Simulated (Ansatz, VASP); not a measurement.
# Cross-check of Os (Osmium) between VASP and Ansatz

One calculation is typed for both programs; each brings its own data sets. How far apart do they land? The structure shown is the end of the Ansatz relaxation below.

Method: plane waves, with VASP 6.6.1 beside it; single point at LDA, in Ansatz 0.2.0.

## (1) The starting structure

It takes space group P6_3/mmc (No. 194, hexagonal). The conventional cell has a = 2.797 Å, b = 2.797 Å, c = 4.217 Å, α = 90.00°, β = 90.00°, γ = 120.00°. Nearest to Os lie 12 Os at 2.66 to 2.80 Å.

## (2) Ansatz: relaxation, LDA

Ansatz runs on its PAW soft_1 files.

This run makes the geometry at which the two programs are then compared.

input.yaml reads:

```yaml
crystal:
  lattice:
    - [2.7967141507, 0.0, 0.0]
    - [-1.3983570753, 2.4220255016, 0.0]
    - [0.0, 0.0, 4.2414156418]
  atoms:
    - { symbol: Os, position: [0.3333333333, 0.6666666667, 0.25] }
    - { symbol: Os, position: [0.6666666667, 0.3333333333, 0.75] }
kpoints:
  mp_grid: { grid: [18, 18, 12] }
hamiltonian:
  xc: lda
  pseudopotentials: { kind: paw, azcp: { folder: soft_1 }, xc_functional: pbe }
scf:
  occupations: { method: methfessel_paxton, width: 0.2 }
output:
  forces: true
  stress: true
  eigenvalues: true
relax:
  adjacent_minimum: "off"
  f_tol: 0.001
  max_steps: 60
  cell: { stress_tol: 0.01, fix: [a, b, gamma] }
```

On the command line:

```bash
ansatz run input.yaml --threads 4 --pin off --max-ram 10240MiB --backend cpu --events-out ev --progress --plain --runs-dir out
```

Numbers of over 12 decimals in the logs are rounded to 6 here.

The program printed:

```text
Engine: ansatz 0.2.0, aarch64-unknown-linux-gnu
Pseudopotentials: kind: paw
Pseudopotential: Os, paw, valence charge 16, recommended cutoff 420 eV (normal), soft_1/Os.paw.azcp
Functional definition: SPW92
  exchange = slater_x
  correlation = pw_c
Crystal: 2 atoms, lattice volume = 28.730 Å³
Basis set: ecut = 420 eV, 579 PW (Γ)
Bands: 20, of which v1, the nominal top of the filled ones, is band 16 counted from 1 (15 counted from 0)
Symmetry: 24 space group operations
Space group: P63/mmc (ITA 194), of the structure as read, at distance tolerance 3.1e-5 Å
k-points: 259 of 3888
Non-local potential: Os, projectors of the file, l = 0: 3, l = 1: 2, l = 2: 2, l = 3: 1
PAW form: soft (Blöchl's): semilocal exchange-correlation on the pseudo side does not see the compensation charge
PAW frozen core: Os, regenerated for the run's functional, and the local potential with it (the file was generated under x = pbe(κ = 0.804, μ = 0.219515), c = pbe(β = 0.066725))
PAW one-centre angular grid: Os, 590 points (default); XC on 64 Gauss nodes
Initial density: superposition of atomic densities (chi_scale 0.1, normalization cell)
Initial wavefunctions: pseudopotential atomic-orbital guess
Functional: x = slater, c = lda
SCF iter   1: F=—  HF=-22239.292323 eV  |F-HF|=—  |Δ(HF+E_count)|=         —  Δρ=6.07e-2  dr2=9.02e-1  ethr=3.10e-3  ⟨swp⟩=4.7  Hψ=19977  notcnv=0
preconditioner: auto → none  [metal: Δε(μ)=0.007 eV  Ē_g=6.837 eV  σ=0.200 eV  W_gap=0.03  n_scr=8 (ndim 8)  ℏωp=27.7 eV  f_vac=0.000  D(μ)=1.24/eV (n_scr^D=8)  sad-step TF]
SCF iter   2: F=—  HF=-22239.041299 eV  |F-HF|=—  |Δ(HF+E_count)|=   2.51e-1  S|Δr|=    0.00e0  Δρ=3.41e-2  dr2=2.73e-1  ethr=2.82e-3  ⟨swp⟩=2.0  Hψ=8150  notcnv=0  defer=33
SCF iter   3: F=—  HF=-22238.943061 eV  |F-HF|=—  |Δ(HF+E_count)|=   9.82e-2  S|Δr|=    0.00e0  Δρ=1.74e-3  dr2=3.75e-4  ethr=8.54e-4  ⟨swp⟩=2.0  Hψ=8109  notcnv=0  defer=33
SCF iter   4: F=—  HF=-22238.942922 eV  |F-HF|=—  |Δ(HF+E_count)|=   1.39e-4  S|Δr|=    0.00e0  Δρ=3.04e-4  dr2=1.77e-5  ethr=1.17e-6  ⟨swp⟩=2.0  Hψ=9179  notcnv=0  defer=33
SCF iter   5: F=—  HF=-22238.942923 eV  |F-HF|=—  |Δ(HF+E_count)|=   6.68e-7  S|Δr|=    0.00e0  Δρ=6.69e-5  dr2=3.86e-7  ethr=5.54e-8  ⟨swp⟩=2.1  Hψ=7723  notcnv=0  defer=33
SCF iter   6: F=-22238.942923 eV  HF=-22238.942923 eV  |F-HF|=1.74e-8  |Δ(HF+E_count)|=   1.66e-7  S|Δr|=    0.00e0  Δρ=1.32e-5  dr2=3.29e-8  ethr=3.13e-10  ⟨swp⟩=5.6  Hψ=22554  notcnv=0
SCF 1 converged in 6 iterations: F = -22238.942923 eV  dr2 = 3.29e-8
  greatest PAW one-centre occupation: 1.000 electrons in one spin orbital (limit 2), on the Os atom at site 1 (counted from 0), in its partial waves of l = 0
relax step   1: F+E_penalty+E_count = -22238.94292324 eV  Δ(F+E_penalty+E_count) = +0.000e0 eV  max|allowed force component| = 1.203e-16 eV/Å  Δτ_max = 0.0000 Å  P = -17.615 GPa  Ω = 28.730 Å³  fix = [a, b, gamma]  reactions: a -24.056, b -24.056 GPa  (6 SCF iters, dr2 threshold 1.00e-7 eV, accepted)
[...]
relax step   2: F+E_penalty+E_count = -22238.93894264 eV  Δ(F+E_penalty+E_count) = +3.981e-3 eV  max|allowed force component| = 9.714e-17 eV/Å  Δτ_max = 0.0000 Å  P = -11.023 GPa  Ω = 28.300 Å³  energy of the carried Pulay correction = +2.347e-4 eV  fix = [a, b, gamma]  (4 SCF iters, dr2 threshold 2.00e-7 eV, rejected (line search))
[...]
relax step   3: F+E_penalty+E_count = -22238.94544251 eV  Δ(F+E_penalty+E_count) = -2.519e-3 eV  max|allowed force component| = 8.327e-17 eV/Å  Δτ_max = 0.0000 Å  P = -15.277 GPa  Ω = 28.572 Å³  energy of the carried Pulay correction = +8.622e-5 eV  fix = [a, b, gamma]  reactions: a -22.839, b -22.839 GPa  (7 SCF iters, accepted)
[...]
relax step   4: F+E_penalty+E_count = -22238.94544784 eV  Δ(F+E_penalty+E_count) = -5.327e-6 eV  max|allowed force component| = 6.939e-17 eV/Å  Δτ_max = 0.0000 Å  P = -15.197 GPa  Ω = 28.566 Å³  energy of the carried Pulay correction = +8.909e-5 eV  fix = [a, b, gamma]  reactions: a -22.797, b -22.797 GPa  (2 SCF iters, dr2 threshold 5.80e-8 eV, accepted)
[...]
relax step   5: F+E_penalty+E_count = -22238.94536122 eV  Δ(F+E_penalty+E_count) = +8.662e-5 eV  max|allowed force component| = 7.864e-17 eV/Å  Δτ_max = 0.0000 Å  P = -15.194 GPa  Ω = 28.566 Å³  fix = [a, b, gamma]  reactions: a -22.794, b -22.794 GPa  stress off target by 5.86e-3 GPa on what of the cell is left free  SCF on the basis re-selected at this cell (its energy is not comparable with the rows above)  (5 SCF iters)
basis re-selected at this cell: Δ(F+E_penalty+E_count) = +8.662e-5 eV, ΔP = +0.003 GPa vs the last step (what re-selecting the basis moved, of the pressure what is left beyond the Pulay correction that the steps carried, after the strain that the cell walked since its last selection, with what the two solves' SCF thresholds leave and, on support functions, any second-order correction that the steps lacked; it is no m [...]
SCF converged after 5 iterations
Stability not checked: this state was not tested for a lower state beside it, because cold or Methfessel-Paxton smearing, or corrected tetrahedra, fill the levels in a way that the test cannot read (fill_not_monotonic; see scf.lower_state_search)
Free energy (F): -22238.945361 eV
Harris-Foulkes:  -22238.945361 eV  (|F-HF|=3.64e-12)
Internal energy: -22238.945862 eV  (E = F + TS)
E sigma→0 (E₀):  -22238.945486 eV
Entropy (-TS):   0.000501 eV (0.250 meV/atom)
Fermi energy:    25.016681 eV
--- Per-component energies (eV) ---
  E_band       = -160.223286
  E_kinetic    = 983.595799
  E_local      = -1884.342681  (includes V_loc(G=0)·N_el)
  E_nonlocal   = 405.444302
  E_hartree    = 669.025104
  E_xc         = -465.048991
  E_vxc        = -492.201268  (∫ρ·V_xc dr)
  E_paw        = -17563.986116  (= ΣΔE_a)
  E_vpaw       = -510.770517  (= ΣTr[D̂ρ^β])
  E_aug_tail   = 0.000877  (compensation charges beyond the density's cutoff)
  E_ewald      = -4384.359801
  E_core_change = 0.725646  (= ΣΔE_core)
  E_smearing   = 0.000501  (= −TS)
  E_closure    = 0.000000  (closes the sum)
  Σ components = -22238.945361   (vs F -22238.945361, Δ=0.00e0)
--- Forces (eV/Å), atoms counted from 1 ---
  atom   1  Os    -0.00000000    -0.00000000    -0.00000000
  atom   2  Os     0.00000000     0.00000000     0.00000000
  max |Σ_I F_I| component: 9.25e-18 eV/Å
--- Stress (GPa, compression-positive) ---
      -22.794261       0.000000      -0.000000
        0.000000     -22.794261      -0.000000
       -0.000000      -0.000000       0.005856
  P = ⅓ Tr σ = -15.1942 GPa (-151.942 kbar)
--- Band table (eV; the first three rows and the last of 259) ---
  k-point 0: bands = [... 12 lower, 22.7935, 22.8996, 22.8996, 23.0645, 23.0645, 25.6301, 26.6312, 26.6312]
  k-point 1: bands = [... 12 lower, 22.7327, 22.8232, 22.8232, 23.2526, 23.2526, 25.3000, 26.6633, 26.6633]
  k-point 2: bands = [... 12 lower, 22.5610, 22.6205, 22.6205, 23.6878, 23.6878, 24.4893, 26.7240, 26.7240]
  k-point 258: bands = [... 12 lower, 21.6850, 21.6850, 23.7503, 23.7503, 26.3562, 26.3562, 32.9669, 32.9669]
--- Relaxed structure (4 steps of the walk, 3 accepted, 1 SCFs on fresh bases) ---
  F+E_penalty+E_count = -22238.94536122 eV   max|allowed force component| = 7.864e-17 eV/Å   (the final SCF, on the basis selected at the relaxed cell)
  cell:  # Å, volume = 28.5663 Å³
    - [2.796714, -2.8867511609997752e-11, -2.951347349230071e-19]
    - [-1.398357, 2.422026, 1.4756736745886543e-19]
    - [-4.475927869980129e-19, 0, 4.217226]
  atoms:
    - { symbol: Os, position: [0.333333, 0.666667, 0.25] }
    - { symbol: Os, position: [0.666667, 0.333333, 0.75] }
```

## (3) VASP: single point, LDA, pair 1

The same cell, functional (in two slightly different forms), mesh and smearing now go to VASP, with its own data sets.

Lines of VASP's logs that name or quote its potential files are left out, and so is its time.

INCAR reads:

```
SYSTEM = Os
PREC = Accurate
ENCUT = 600
EDIFF = 1E-06
NELM = 120
ISMEAR = 1
SIGMA = 0.2
LREAL = .FALSE.
ALGO = Normal
GGA = CA
NBANDS = 14
LASPH = .TRUE.
LORBIT = 11
LWAVE = .FALSE.
LCHARG = .FALSE.
ISIF = 2
GGA_COMPAT = .FALSE.
KPAR = 2
```

POSCAR reads:

```
Os
1.0
    2.7967141507      0.0000000000      0.0000000000
   -1.3983570753      2.4220255016      0.0000000000
    0.0000000000      0.0000000000      4.2172262973
Os
2
Direct
    0.3333333333      0.6666666667      0.2500000000
    0.6666666667      0.3333333333      0.7500000000
```

KPOINTS reads:

```
Automatic mesh
0
Gamma
18 18 12
0 0 0
```

The projector-augmented-wave data sets are Os (LDA family, release 64).

On the command line:

```bash
mpirun -np 2 vasp_std
```

The program printed:

```text
[banner, memory and clock lines left out]
running    2 mpi-ranks, on    1 nodes
 distrk:  each k-point on    1 cores,    2 groups
 distr:  one band on    1 cores,    1 groups

 POSCAR found type information on POSCAR Os
 POSCAR found :  1 types and       2 ions
 LDA part: xc-table for (Slater(with rela. corr.)+CA(PZ))
 , standard interpolation
 POSCAR, INCAR and KPOINTS ok, starting setup
 FFT: planning ... GRIDC
 FFT: planning ... GRID_SOFT
 FFT: planning ... GRID
 WAVECAR not read
 entering main loop
       N       E                     dE             d eps       ncg     rms          rms(c)
DAV:   1     0.108744659620E+03    0.10874E+03   -0.82484E+03  7252   0.123E+03
DAV:   2    -0.207137512480E+02   -0.12946E+03   -0.11427E+03  7462   0.356E+02
DAV:   3    -0.267700538306E+02   -0.60563E+01   -0.57468E+01  9544   0.669E+01
DAV:   4    -0.268342181971E+02   -0.64164E-01   -0.63980E-01  7780   0.718E+00
DAV:   5    -0.268345696613E+02   -0.35146E-03   -0.35144E-03  9430   0.482E-01    0.313E+01
DAV:   6    -0.255327494534E+02    0.13018E+01   -0.13407E+00  8800   0.103E+01    0.133E+01
DAV:   7    -0.252050529351E+02    0.32770E+00   -0.73331E-01  9144   0.742E+00    0.811E-01
DAV:   8    -0.251966848127E+02    0.83681E-02   -0.67383E-03  7404   0.624E-01    0.378E-01
DAV:   9    -0.251942773880E+02    0.24074E-02   -0.14708E-03  8596   0.385E-01    0.514E-02
DAV:  10    -0.251942841801E+02   -0.67921E-05   -0.30999E-05  8938   0.459E-02    0.170E-02
DAV:  11    -0.251942787089E+02    0.54711E-05   -0.18395E-06  6556   0.146E-02    0.181E-03
DAV:  12    -0.251942785464E+02    0.16252E-06   -0.21981E-07  4244   0.415E-03
   1 F= -.25194279E+02 E0= -.25194475E+02  d E =0.587970E-03
```

Parts of OUTCAR (step 3):

```text
ion  position               nearest neighbor table
   1  0.333  0.667  0.250-   2 2.66   2 2.66   2 2.66   2 2.66   2 2.66   2 2.66
   2  0.667  0.333  0.750-   1 2.66   1 2.66   1 2.66   1 2.66   1 2.66   1 2.66

  LATTYP: Found a hexagonal cell.
 ALAT       =     2.7967141507
 C/A-ratio  =     1.5079218218

 Subroutine GETGRP returns: Found 24 space group operations
 (whereof 12 operations were pure point group operations)

The static configuration has the point symmetry D_3d.
 The point group associated with its full space group is D_6h.

 Found    259 irreducible k-points:

   k-points           NKPTS =    259   k-points in BZ     NKDIM =    259   number of bands    NBANDS=     14

   dimension x,y,z NGX =    24 NGY =   24 NGZ =   36
   dimension x,y,z NGXF=    48 NGYF=   48 NGZF=   72

   ENCUT  =  600.0 eV  44.10 Ry    6.64 a.u.   5.59  5.59  8.42*2*pi/ulx,y,z

   NELECT =      16.0000    total number of electrons

 k-points in reciprocal lattice and weights: Automatic mesh
   0.00000000  0.00000000  0.00000000       0.000
   0.05555556 -0.00000000  0.00000000       0.002
   0.11111111 -0.00000000  0.00000000       0.002
   0.16666667  0.00000000  0.00000000       0.002
   0.22222222  0.00000000  0.00000000       0.002
   0.27777778  0.00000000  0.00000000       0.002
   0.33333333  0.00000000  0.00000000       0.002
   0.38888889 -0.00000000  0.00000000       0.002
   0.44444444  0.00000000  0.00000000       0.002
[...]
0.33333333  0.27777778  0.50000000       0.003
   0.33333333  0.33333333  0.50000000       0.001

 average (electrostatic) potential at core
       1 -43.8585       2 -43.8585

 E-fermi :   9.0823

 k-point     1 :       0.0000    0.0000    0.0000
  band No.  band energies     occupation
    ...
      5       6.8582      2.00000
      6       6.9678      2.00000
      7       6.9678      2.00000
      8       7.1301      2.00000
      9       7.1301      2.00000
     10       9.7576     -0.00002
     11      10.6858     -0.00000
     12      10.6858     -0.00000
     13      18.4886      0.00000
     14      22.9860      0.00000

 k-point     2 :       0.0556   -0.0000    0.0000
  band No.  band energies     occupation
    ...
      6       7.0148      2.00000
      7       7.0457      2.00000
      8       7.0460      2.00000
      9       7.0610      2.00000
     10       8.9654      1.82623
     11      10.7535     -0.00000
     12      11.6520     -0.00000
     13      18.4899      0.00000
     14      23.2228      0.00000

 k-point     3 :       0.1111   -0.0000    0.0000
  band No.  band energies     occupation
    ...
      6       6.7288      2.00000
      7       6.8220      2.00000
      8       7.3359      2.00000
      9       7.4126      2.00000
     10       8.1523      2.00000
     11      10.9294     -0.00000
     12      13.0602     -0.00000
     13      18.4716      0.00000
     14      23.8621      0.00000

  Total       -3.9018494     -3.9018494      0.0973052     -0.0000000     -0.0000000      0.0000000
  in kB     -218.8403435   -218.8403435      5.4574895     -0.0000000     -0.0000000      0.0000000
  external PRESSURE =    -144.0743992 kB  Pullay stress =       0.0000000 kB

  energy-cutoff  :      600.00
  volume of cell :       28.57
      direct lattice vectors                 reciprocal lattice vectors
     2.796714151  0.000000000  0.000000000     0.357562463  0.206438784  0.000000000
    -1.398357075  2.422025502  0.000000000     0.000000000  0.412877569  0.000000000
     0.000000000  0.000000000  4.217226297     0.000000000  0.000000000  0.237122680

 POSITION                                       TOTAL-FORCE (eV/Angst)
 -----------------------------------------------------------------------------------
     -0.00000      1.61468      1.05431         0.000000      0.000000      0.000000
      1.39836      0.80734      3.16292        -0.000000     -0.000000      0.000000
 -----------------------------------------------------------------------------------
    total drift:                               -0.000000      0.000000     -0.000000

  FREE ENERGIE OF THE ION-ELECTRON SYSTEM (eV)
  ---------------------------------------------------
  free  energy   TOTEN  =       -25.1942785464 eV

  energy  without entropy=      -25.1948665163  energy(sigma->0) =      -25.19447454

 total charge
# of ion       s       p       d       tot
------------------------------------------
    1        0.653   0.754   6.184   7.591
    2        0.653   0.754   6.184   7.591
--------------------------------------------------
tot          1.305   1.509  12.368  15.182

[... 3 further parts left out ...]
```

The run ends at a pressure of -14.41 GPa.

## (4) Differences

Known differences besides the potentials themselves: the two LDA forms differ slightly; the data sets hold 32 valence electrons in Ansatz (on its PAW soft_1 files) and 16 in VASP; the cutoff is 420 eV in Ansatz and 600 eV in VASP; VASP's log shows a relativistic correction to its local exchange, Ansatz's none; Ansatz's pressure holds a Pulay correction, VASP's none. Total energies have different zeros and are not compared.

The two programs side by side:

```
      quantity  Ansatz    VASP  difference
pressure (GPa)  -15.19  -14.41       -0.79
```

## (5) Ansatz: relaxation, LDA

This run makes the geometry at which the two programs are then compared. The cell compared in this pair holds 28.95 Å³, against 28.57 Å³ for the pair before.

The structure compared here is the end of the Ansatz relaxation.

Changes to input.yaml since step 2:

```diff
@@ -2,5 +2,5 @@
   lattice:
-    - [2.7967141507, 0.0, 0.0]
-    - [-1.3983570753, 2.4220255016, 0.0]
-    - [0.0, 0.0, 4.2414156418]
+    - [2.8238667153, 0.0, 0.0]
+    - [-1.4119333576, 2.4455403123, 0.0]
+    - [0.0, 0.0, 4.2172262973]
   atoms:
```

On the command line:

```bash
ansatz run input.yaml --threads 4 --pin off --max-ram 10240MiB --backend cpu --events-out ev --progress --plain --runs-dir out
```

The program printed:

```text
[...]
Crystal: 2 atoms, lattice volume = 29.124 Å³
Basis set: ecut = 420 eV, 579 PW (Γ)
Bands: 20, of which v1, the nominal top of the filled ones, is band 16 counted from 1 (15 counted from 0)
Symmetry: 24 space group operations
[...]
k-points: 259 of 3888
[...]
k-point 258: bands = [... 12 lower, 21.3347, 21.3347, 23.3864, 23.3864, 25.8373, 25.8373, 32.3575, 32.3575]
--- Relaxed structure (4 steps of the walk, 3 accepted, 1 SCFs on fresh bases) ---
[...]
cell:  # Å, volume = 28.9534 Å³
    - [2.823867, -2.886750191305929e-11, 0.0]
    - [-1.411933, 2.445540, 0.0]
    - [0.0, 0.0, 4.192565]
  atoms:
    - { symbol: Os, position: [0.333333, 0.666667, 0.250000] }
    - { symbol: Os, position: [0.666667, 0.333333, 0.750000] }
[key lines of the parts left out:]
SCF converged after 5 iterations
Free energy (F): -22238.856041 eV
Fermi energy:    24.613838 eV
P = ⅓ Tr σ = -19.0229 GPa (-190.229 kbar)
```

## (6) VASP: single point, LDA, pair 2

The same cell, functional (in two slightly different forms), mesh and smearing now go to VASP, with its own data sets.

INCAR is that of step 3.

POSCAR reads:

```
Os
1.0
    2.8238667153      0.0000000000      0.0000000000
   -1.4119333576      2.4455403123      0.0000000000
    0.0000000000      0.0000000000      4.1925653227
Os
2
Direct
    0.3333333333      0.6666666667      0.2500000000
    0.6666666667      0.3333333333      0.7500000000
```

KPOINTS is that of step 3.

On the command line:

```bash
mpirun -np 2 vasp_std
```

The program printed:

```text
[... set-up lines as in an earlier step ...]
 entering main loop
       N       E                     dE             d eps       ncg     rms          rms(c)
DAV:   1     0.108889406484E+03    0.10889E+03   -0.82421E+03  7252   0.123E+03
DAV:   2    -0.206159063217E+02   -0.12951E+03   -0.11441E+03  7534   0.355E+02
DAV:   3    -0.266972170036E+02   -0.60813E+01   -0.57572E+01  9486   0.675E+01
DAV:   4    -0.267612364340E+02   -0.64019E-01   -0.63914E-01  7846   0.714E+00
[...]
DAV:  10    -0.251076874386E+02   -0.61794E-05   -0.32008E-05  8920   0.468E-02    0.173E-02
DAV:  11    -0.251076826351E+02    0.48035E-05   -0.17782E-06  6518   0.139E-02    0.196E-03
DAV:  12    -0.251076824613E+02    0.17375E-06   -0.22147E-07  4334   0.421E-03
   1 F= -.25107682E+02 E0= -.25107692E+02  d E =0.271695E-04
```

(Continued in part 2 of 2.)

[Lines on the potential files, build, host, timing and source positions are cut from VASP's logs without a mark.]

[Logs are printed without paths, hosts, clocks, repeated set-up lines and the standing remarks that a program may print on its own settings, such as how far it seeks lower states.]

[Hosts, paths, dates, database ids (printed as entryN), source tags and the programs' standing remarks are cut or masked in the printed files.]
